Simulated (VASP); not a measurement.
# Nb3B5 (Im-3m) in VASP: further runs

The runs below take Nb3B5 through relaxation of cell and atoms, with PBE.

Program: VASP 6.6.1. These are calculated values, not measurements. Logs are shortened: lines on timing, memory, paths and dates and some standing lists are left out, and cuts for length are marked.

## (1) The structure

The structure is cubic, space group Im-3m (No. 229). The conventional cell has a = 5.523 Å, b = 5.523 Å, c = 5.523 Å, α = 90.00°, β = 90.00°, γ = 90.00°. Nb (site symmetry 4/mmm) has 8 B at 2.39 Å as nearest neighbours. Around B (site symmetry m-3m) lie 8 B at 2.39 Å. Around B (site symmetry -3m) lie 6 Nb at 2.39 Å and 2 B at 2.39 Å.

The cell was built by a generator and needn't be a form met in nature.

## (2) Relaxation of cell and atoms, PBE

The input, INCAR:

```
PREC     = Normal         # precision mode
ENCUT    = 520            # plane-wave cutoff, eV
EDIFF    = 1E-4           # SCF threshold, eV
ISMEAR   = 0              # smearing method
SIGMA    = 0.15           # smearing width, eV
LREAL    = False          # projectors in reciprocal space
LASPH    = True           # aspherical terms in the spheres
NELM     = 60             # most SCF steps
ALGO     = Fast           # electronic algorithm
ISIF     = 3              # what is computed and relaxed
LWAVE    = False          # write WAVECAR
LCHARG   = False          # write CHGCAR
GGA      = PE             # functional
IBRION   = 2              # ionic algorithm
NSW      = 24             # ionic steps
EDIFFG   = -0.08          # ionic threshold
```

The input, KPOINTS:

```
Automatic mesh
0
Gamma
  5 5 5
```

The input, POSCAR:

```
Nb3B5
1.0
   -2.7613773800      2.7613773800      2.7613773800
    2.7613773800     -2.7613773800      2.7613773800
    2.7613773800      2.7613773800     -2.7613773800
Nb B
3 5
Direct
    0.0000000000      0.5000000000      0.5000000000
    0.5000000000      0.5000000000      0.0000000000
    0.5000000000      0.0000000000      0.5000000000
    0.0000000000      0.0000000000      0.0000000000
    0.0000000000      0.0000000000      0.5000000000
    0.0000000000      0.5000000000      0.0000000000
    0.5000000000      0.0000000000      0.0000000000
    0.5000000000      0.5000000000      0.5000000000
```

Potentials or basis: VASP PAW PBE potentials, release 64 (Nb_sv, B).

Started as:

```sh
$ cat potpaw_PBE.64/Nb_sv/POTCAR potpaw_PBE.64/B/POTCAR > POTCAR
$ mpirun -np 1 vasp_std > vasp.out
```

OUTCAR:

```text
PREC = Normal
   ENCUT = 520
   EDIFF = 1E-4
   ISMEAR = 0
   LREAL = False
   LASPH = True
   NELM = 60
   ISIF = 3
   GGA = PE
   IBRION = 2
   NSW = 24
   EDIFFG = -0.08

 ion  position               nearest neighbor table
   1  0.000  0.500  0.500-   5 2.39   6 2.39   7 2.39   8 2.39   6 2.39   5 2.39   8 2.39   7 2.39
                             2 2.76   2 2.76   3 2.76   3 2.76
   2  0.500  0.500  0.000-   5 2.39   6 2.39   7 2.39   8 2.39   8 2.39   7 2.39   6 2.39   5 2.39
                             3 2.76   1 2.76   1 2.76   3 2.76
   3  0.500  0.000  0.500-   5 2.39   6 2.39   7 2.39   8 2.39   7 2.39   8 2.39   5 2.39   6 2.39
                             2 2.76   1 2.76   1 2.76   2 2.76
   4  0.000  0.000  0.000-
   5  0.000  0.000  0.500-   1 2.39   2 2.39   3 2.39   1 2.39   3 2.39   2 2.39
   6  0.000  0.500  0.000-   1 2.39   2 2.39   3 2.39   1 2.39   2 2.39   3 2.39
   7  0.500  0.000  0.000-   1 2.39   2 2.39   3 2.39   3 2.39   2 2.39   1 2.39
   8  0.500  0.500  0.500-   1 2.39   2 2.39   3 2.39   2 2.39   3 2.39   1 2.39

  LATTYP: Found a body centered cubic cell.
 ALAT       =     5.5227547600

  Lattice vectors:

 A1 = (  -2.7613773800,   2.7613773800,   2.7613773800)
 A2 = (   2.7613773800,  -2.7613773800,   2.7613773800)
 A3 = (   2.7613773800,   2.7613773800,  -2.7613773800)

Analysis of symmetry for initial positions (statically):
=====================================================================
 Subroutine PRICEL returns:
 Original cell was already a primitive cell.

 Routine SETGRP: Setting up the symmetry group for a
 body centered cubic supercell.

 Subroutine GETGRP returns: Found 48 space group operations
 (whereof 48 operations were pure point group operations)
 out of a pool of 48 trial point group operations.

The static configuration has the point symmetry O_h .

Analysis of symmetry for dynamics (positions and initial velocities):
=====================================================================
 Subroutine PRICEL returns:
 Original cell was already a primitive cell.

 Routine SETGRP: Setting up the symmetry group for a
 body centered cubic supercell.

 Subroutine GETGRP returns: Found 48 space group operations
 (whereof 48 operations were pure point group operations)
 out of a pool of 48 trial point group operations.

The dynamic configuration has the point symmetry O_h .

 Subroutine INISYM returns: Found 48 space group operations
 (whereof 48 operations are pure point group operations),
 and found     1 'primitive' translations

----------------------------------------------------------------------------------------

                                     Primitive cell

  volume of cell :      84.2243

  direct lattice vectors                    reciprocal lattice vectors
    -2.761377380  2.761377380  2.761377380     0.000000000  0.181069058  0.181069058
     2.761377380 -2.761377380  2.761377380     0.181069058  0.000000000  0.181069058
     2.761377380  2.761377380 -2.761377380     0.181069058  0.181069058  0.000000000

  length of vectors
     4.782845921  4.782845921  4.782845921     0.256070317  0.256070317  0.256070317

  position of ions in fractional coordinates (direct lattice)
     0.000000000  0.500000000  0.500000000
     0.500000000  0.500000000  0.000000000
     0.500000000  0.000000000  0.500000000
     0.000000000  0.000000000  0.000000000
     0.000000000  0.000000000  0.500000000
     0.000000000  0.500000000  0.000000000
     0.500000000  0.000000000  0.000000000
     0.500000000  0.500000000  0.500000000

  ion indices of the primitive-cell ions
   primitive index   ion index
                 1           1
                 2           2
                 3           3
                 4           4
                 5           5
                 6           6
                 7           7
                 8           8

----------------------------------------------------------------------------------------

 KPOINTS: Automatic mesh

Automatic generation of k-mesh.
 Grid dimensions read from file:
 generate k-points for:    5    5    5

 Generating k-lattice:

  Cartesian coordinates                     Fractional coordinates (reciprocal lattice)
     0.000000000  0.036213812  0.036213812     0.200000000  0.000000000  0.000000000
     0.036213812  0.000000000  0.036213812     0.000000000  0.200000000  0.000000000
     0.036213812  0.036213812  0.000000000     0.000000000  0.000000000  0.200000000

  Length of vectors
     0.051214063  0.051214063  0.051214063

  Shift w.r.t. Gamma in fractional coordinates (k-lattice)
     0.000000000  0.000000000  0.000000000

 Subroutine IBZKPT returns following result:
 ===========================================

 Found     10 irreducible k-points:

 Following reciprocal coordinates:
            Coordinates               Weight
  0.000000  0.000000  0.000000      1.000000
  0.200000  0.000000  0.000000     12.000000
  0.400000  0.000000  0.000000     12.000000
  0.200000  0.200000  0.000000     24.000000
  0.400000  0.200000  0.000000     24.000000
  0.200000  0.200000  0.200000      8.000000
 -0.200000  0.200000  0.200000      6.000000
 -0.400000  0.400000  0.200000     24.000000
 -0.400000 -0.400000  0.200000      8.000000
 -0.400000  0.400000  0.400000      6.000000
   k-points           NKPTS =     10   k-points in BZ     NKDIM =     10   number of bands    NBANDS=     32
   number of dos      NEDOS =    301   number of ions     NIONS =      8
   total plane-waves  NPLWV =  21952
   dimension x,y,z NGX =    28 NGY =   28 NGZ =   28
   dimension x,y,z NGXF=    56 NGYF=   56 NGZF=   56
   ions per type =               3   5
   NGX,Y,Z   is equivalent  to a cutoff of   9.73,  9.73,  9.73 a.u.
   NGXF,Y,Z  is equivalent  to a cutoff of  19.46, 19.46, 19.46 a.u.
 SYSTEM =  unknown system
   PREC   = normal    normal or accurate (medium, high low for compatibility)
   ISTART =      0    job   : 0-new  1-cont  2-samecut
   ICHARG =      2    charge: 1-file 2-atom 10-const
   ISPIN  =      1    spin polarized calculation?
   LNONCOLLINEAR =      F non collinear calculations
   LSORBIT =      F    spin-orbit coupling
   LASPH  =      T    aspherical Exc in radial PAW
   ENCUT  =  520.0 eV  38.22 Ry    6.18 a.u.   8.89  8.89  8.89*2*pi/ulx,y,z
   NELM   =     60;   NELMIN=  2; NELMDL= -5     # of ELM steps
   EDIFF  = 0.1E-03   stopping-criterion for ELM
   LREAL  =      F    real-space projection
   EDIFFG = -.8E-01   stopping-criterion for IOM
   NSW    =     24    number of steps for IOM
   IBRION =      2    ionic relax: 0-MD 1-quasi-New 2-CG
   NFREE  =      1    steps in history (QN), initial steepest desc. (CG)
   ISIF   =      3    stress and relaxation
   ISYM   =      2    0-nonsym 1-usesym 2-fastsym
   POTIM  = 0.5000    time-step for ionic-motion
   TEBEG  =    0.0;   TEEND  =   0.0 temperature during run
   PSTRESS=    0.0 pullay stress
   NELECT =      54.0000    total number of electrons
   NUPDOWN=      -1.0000    fix difference up-down
   EMIN   =  10.00;   EMAX   =-10.00  energy-range for DOS
   EFERMI =   0.00;   METHOD = LEGACY
   ISMEAR =     0;   SIGMA  =   0.15  broadening in eV -4-tet -1-fermi 0-gaus
   EFERMI_NEDOS =   21; number of points for ismear=-14 and -15
   IALGO  =     68    algorithm
   IMIX   =      4    mixing-type and parameters
     AMIX     =   0.40;   BMIX     =  1.00
     AMIX_MAG =   1.60;   BMIX_MAG =  1.00
  volume/ion in A,a.u.               =      10.53        71.05
  Fermi-wavevector in a.u.,A,eV,Ry     =   1.411650  2.667631 27.113082  1.992755
  Thomas-Fermi vector in A             =   2.533479
   LORBIT       =      0    0 simple, 1 ext, 2 COOP (PROOUT), +10 PAW based schemes
   GGA     = PE    functional components
   LHFCALC =     F    Hartree Fock is set to
   AEXX    =    0.0000 exact exchange contribution
   IVDW    =     0    specifies the selected vdW correction
   LEPSILON=     F    determine dielectric tensor
   LRPA    =     F    only Hartree local field effects (RPA)
 conjugate gradient relaxation of ions
 non-spin polarized calculation
 RMM-DIIS sequential band-by-band and
 Gauss-broadening in eV      SIGMA  =   0.15
  energy-cutoff  :      520.00
  volume of cell :       84.22
 maximum number of plane-waves:      2298
   NGX = 17   NGY = 17   NGZ = 17

--------------------------------------- Ionic step        1  -------------------------------------------

 number of electron      54.0000014 magnetization

 Free energy of the ion-electron system (eV)
  ---------------------------------------------------
  ext. energy  EPLUGINS =         0.00000000
  ---------------------------------------------------
  free energy    TOTEN  =       -60.39730932 eV

  energy without entropy =      -60.33473746  energy(sigma->0) =      -60.36602339

------------------------ aborting loop because EDIFF is reached ----------------------------------------

  FORCE on cell =-STRESS in cart. coord.  units (eV):
  Direction    XX          YY          ZZ          XY          YZ          ZX
  --------------------------------------------------------------------------------------
  -------------------------------------------------------------------------------------
  Total        3.1184680      3.1184680      3.1184680     -0.0000000      0.0000000      0.0000000
  in kB       59.3218367     59.3218367     59.3218367     -0.0000000      0.0000000      0.0000000
  external PRESSURE =      59.3218367 kB  Pullay stress =       0.0000000 kB
[... 27 lines left out ...]
  energy  without entropy=      -60.3347374639  energy(sigma->0) =      -60.36602339

--------------------------------------- Ionic step        2  -------------------------------------------

 number of electron      54.0000018 magnetization

 E-fermi :   9.8910     XC(G=0): -12.4293

 val. band max:        9.8708300629   @ k =   0.4000   0.2000   0.0000
 cond. band min:       9.9636354443   @ k =  -0.4000   0.4000   0.4000
 fundamental gap:      0.0928053814
 Fermi energy:         9.8910385413

 k-point     1 :       0.0000    0.0000    0.0000
  band No.  band energies     occupation
      1     -44.8903      2.00000
      2     -44.6906      2.00000
      3     -44.6906      2.00000
      4     -21.4463      2.00000
      5     -21.4463      2.00000
      6     -21.4463      2.00000
[... 378 lines left out ...]
  energy  without entropy=      -60.3198065773  energy(sigma->0) =      -60.35174085

--------------------------------------- Ionic step        3  -------------------------------------------

 number of electron      54.0000028 magnetization

 Free energy of the ion-electron system (eV)
  ---------------------------------------------------
  ext. energy  EPLUGINS =         0.00000000
  ---------------------------------------------------
  free energy    TOTEN  =       -60.43722888 eV

  energy without entropy =      -60.37434462  energy(sigma->0) =      -60.40578675

 E-fermi :  10.2605     XC(G=0): -12.5714

 val. band max:       10.2447928455   @ k =   0.4000   0.2000   0.0000
 cond. band min:      10.3414113810   @ k =  -0.4000   0.4000   0.4000
 fundamental gap:      0.0966185356
 Fermi energy:        10.2605141954

 k-point     1 :       0.0000    0.0000    0.0000
  band No.  band energies     occupation
      1     -44.4737      2.00000
      2     -44.2492      2.00000
      3     -44.2492      2.00000
      4     -21.0885      2.00000
      5     -21.0885      2.00000
      6     -21.0885      2.00000
[... 374 lines left out ...]
  FREE ENERGIE OF THE ION-ELECTRON SYSTEM (eV)
  ---------------------------------------------------
  free  energy   TOTEN  =       -60.4372288769 eV

  energy  without entropy=      -60.3743446196  energy(sigma->0) =      -60.40578675

 reached required accuracy - stopping structural energy minimisation
```

Run time: 50 s. Hardware: 1 thread of Intel Xeon Platinum 8488C (Sapphire Rapids), shared host; peak memory 0.16 GiB.

Results:

- Free energy: -60.4372 eV
- Relaxed volume: 10.81 Å³/atom
- Relaxed cell: a = 4.825 Å, b = 4.825 Å, c = 4.825 Å, α = 109.47°, β = 109.47°, γ = 109.47°
- Space group after relaxing (to 0.05 Å): Im-3m (No. 229)
- Energy gained by relaxing: 5.0 meV/atom
- Ionic steps: 3
- Pressure after relaxing: -0.2 GPa
- Band gap on the k mesh: none (metal or under the smearing width)

The path:
```
step  energy change (eV)  largest force (eV/Å)  pressure (GPa)  volume (Å³)
   1              0.0000                0.0000            5.93        84.22
   2              0.0136                0.0000           -6.53        89.07
   3             -0.0399                0.0000           -0.16        86.45
```

Final structure:
```
CELL_PARAMETERS angstrom
-2.78553 2.78553 2.78553
2.78553 -2.78553 2.78553
2.78553 2.78553 -2.78553
ATOMIC_POSITIONS crystal
Nb 0.00000 0.50000 0.50000
Nb 0.50000 0.50000 0.00000
Nb 0.50000 0.00000 0.50000
B 0.00000 0.00000 0.00000
B 0.00000 0.00000 0.50000
B 0.00000 0.50000 0.00000
B 0.50000 0.00000 0.00000
B 0.50000 0.50000 0.50000
```

Levels at points of the mesh, in eV from the Fermi level:
| k point | band 24 | band 25 | band 26 | band 27 | band 28 | band 29 | band 30 | band 31 |
| --- | --- | --- | --- | --- | --- | --- | --- | --- |
| (0.00, 0.00, 0.00) | -1.81 | -1.81 | 1.37 | 1.37 | 1.42 | 1.42 | 1.42 | 2.44 |

Caveat: the relaxation stopped at a loose force limit of 0.08 eV/Å, so its end isn't a converged minimum.

## (3) Relaxation of cell and atoms, PBE

This run uses another cell than the first one, of 11.03 Å³/atom, 1.047 times its volume.

INCAR is that of step 2.

The input, KPOINTS:

```
Automatic mesh
0
Gamma
  4 4 4
```

The input, POSCAR:

```
Nb3B5
1.0
    4.4515595800      0.0000000000      0.0000000000
    0.0000000000      4.4515595800      0.0000000000
    0.0000000000      0.0000000000      4.4515595800
Nb B
3 5
Direct
    0.5000000000      0.0000000000      0.0000000000
    0.0000000000      0.5000000000      0.0000000000
    0.0000000000      0.0000000000      0.5000000000
    0.7490813800      0.7490813800      0.7490813800
    0.2509186200      0.2509186200      0.7490813800
    0.2509186200      0.7490813800      0.2509186200
    0.7490813800      0.2509186200      0.2509186200
    0.5000000000      0.5000000000      0.5000000000
```

Potentials or basis: VASP PAW PBE potentials, release 64 (Nb_sv, B).

Started as:

```sh
$ cat potpaw_PBE.64/Nb_sv/POTCAR potpaw_PBE.64/B/POTCAR > POTCAR
$ mpirun -np 1 vasp_std > vasp.out
```

Run time: 3.1 min. Hardware: 1 thread of Intel Xeon Platinum 8488C (Sapphire Rapids), shared host; peak memory 0.17 GiB.

The run converged. Its results:

- Free energy: -57.1908 eV
- Relaxed volume: 13.67 Å³/atom
- Relaxed cell: a = 4.783 Å, b = 4.783 Å, c = 4.783 Å, α = 90.00°, β = 90.00°, γ = 90.00°
- Space group after relaxing (to 0.05 Å): P-43m (No. 215)
- Energy gained by relaxing: 817.0 meV/atom
- Ionic steps: 9
- Pressure after relaxing: -0.2 GPa
- Largest force after relaxing: 0.006 eV/Å
- Band gap on the k mesh: none (metal or under the smearing width)

Forces on the atoms (eV/Å):
```
Nb   0.000  0.000  0.000
Nb   0.000  0.000  0.000
Nb   0.000  0.000  0.000
B    0.003  0.003  0.003
B   -0.003 -0.003  0.003
B   -0.003  0.003 -0.003
B    0.003 -0.003 -0.003
B    0.000  0.000  0.000
```

The path:
| step | energy change (eV) | largest force (eV/Å) | pressure (GPa) | volume (Å³) |
| --- | --- | --- | --- | --- |
| 1 | 0.0000 | 5.7760 | 61.76 | 88.21 |
| 2 | -2.0126 | 0.8438 | -13.44 | 154.37 |
| 3 | -6.0018 | 1.4721 | -4.29 | 115.49 |
| 4 | -6.0009 | 1.5249 | -3.53 | 114.89 |
| 5 | -6.3909 | 0.8880 | -0.87 | 111.22 |
| 6 | -6.5214 | 0.2058 | 2.17 | 107.99 |
| 7 | -6.5216 | 0.1730 | 2.13 | 107.85 |
| 8 | -6.5296 | 0.1283 | -1.33 | 110.40 |
| 9 | -6.5358 | 0.0056 | -0.16 | 109.40 |

Final structure:
```cif
data_structure
_symmetry_space_group_name_H-M 'P 1'
_symmetry_Int_Tables_number 1
_cell_length_a 4.7827
_cell_length_b 4.7827
_cell_length_c 4.7827
_cell_angle_alpha 90.000
_cell_angle_beta 90.000
_cell_angle_gamma 90.000
_cell_volume 109.40
loop_
_atom_site_label
_atom_site_type_symbol
_atom_site_fract_x
_atom_site_fract_y
_atom_site_fract_z
_atom_site_occupancy
Nb1 Nb 0.50000 0.00000 0.00000 1
Nb2 Nb 0.00000 0.50000 0.00000 1
Nb3 Nb 0.00000 0.00000 0.50000 1
B1 B 0.71220 0.71220 0.71220 1
B2 B 0.28780 0.28780 0.71220 1
B3 B 0.28780 0.71220 0.28780 1
B4 B 0.71220 0.28780 0.28780 1
B5 B 0.50000 0.50000 0.50000 1
```

Levels at points of the mesh, in eV from the Fermi level:
```
           k point  band 23  band 24  band 25  band 26  band 27  band 28  band 29  band 30
(0.00, 0.00, 0.00)    -1.28    -1.28    -1.28    -0.85     1.55     1.55     1.55     1.92
(0.50, 0.00, 0.00)    -2.05    -0.77    -0.44    -0.44     0.12     0.12     0.16     0.70
(0.50, 0.50, 0.00)    -1.39    -1.05    -0.96    -0.09    -0.09    -0.05     0.92     1.19
(0.50, 0.50, 0.50)    -1.20    -1.10    -1.10    -0.47    -0.47    -0.47     0.53     2.61
```

Caveat: the volume moved by over 15 % at a fixed basis, so the end points are rough; the relaxation stopped at a loose force limit of 0.08 eV/Å, so its end isn't a converged minimum.
